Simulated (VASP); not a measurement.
## BaSi2 (space group P6/mmm): computed properties

Computed with LDA (Ceperley-Alder, Perdew-Zunger), VASP's LDA PAW potentials (set 64) (plane waves; VASP).

```yaml
space_group: P6/mmm (191)
cell: a = b = 4.0702 Å, c = 4.9874 Å, α = β = 90.00°, γ = 120.00°
volume_per_atom: 23.85 Å³/atom
band gap (over mesh and band path): none (metal, semimetal or under 0.01 eV)
density: 4.49 g/cm³
```

Space group P6/mmm (No. 191); a = 4.070 Å, b = 4.070 Å, c = 4.987 Å, α = 90.00°, β = 90.00°, γ = 120.00°

```tsv
atom	site	symmetry	x	y	z
Ba	1a	6/mmm	0.0000	0.0000	0.0000
Si	2d	-6m2	0.3333	0.6667	0.5000
```

Unless said otherwise, spin-orbit coupling is left out, though it shifts the bands of the heavy elements here.

The structure comes from a computed database's BaSi2 entry (P6/mmm); how it stands against other phases isn't given here. It was relaxed first, which changed the volume by -5 %. Symmetry was kept, so distortions that lower it aren't found.
